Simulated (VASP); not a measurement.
Crystal: Sn.

```xyz
2
Lattice="-2.9194 2.9194 1.5758 2.9194 -2.9194 1.5758 2.9194 2.9194 -1.5758" Properties=species:S:1:pos:R:3 pbc="T T T"
Sn    2.9194    2.9194    1.5758
Sn    0.0000    2.9194    0.7879
```

Base run:

| Property | Result |
| --- | --- |
| Program | VASP 6.6.1 |
| Functional | PBEsol |
| Potentials or basis | VASP PAW PBE potentials, release 64 (Sn_d) |
| Cutoff | 700 eV |
| k mesh | 16 × 16 × 16 |
| Occupations | gaussian, width 0.1 eV |
| Spin | no spin polarisation |

Its results: band gap on the k mesh none (metal or under the smearing width); pressure 0.0 GPa.

**Question.** After a change of settings the same cell gave: band gap on the k mesh none (metal or under the smearing width); pressure 1.5 GPa. Which change was it?
A. functional from PBEsol to r2SCAN; cutoff from 700 eV to 520 eV; further incar settings from ALGO = Fast; EDIFF = 1e-07 to ALGO = Normal; EDIFF = 1e-07
B. cutoff from 700 eV to 520 eV; k mesh from 16 × 16 × 16 to 22 × 22 × 22
C. cutoff from 700 eV to 900 eV
D. cutoff from 700 eV to 520 eV; occupations from gaussian, width 0.1 eV to gaussian, width 0.5 eV

**Answer.** A.

Caveats: the PAW data sets were made with another functional, which shifts forces and pressure a little.
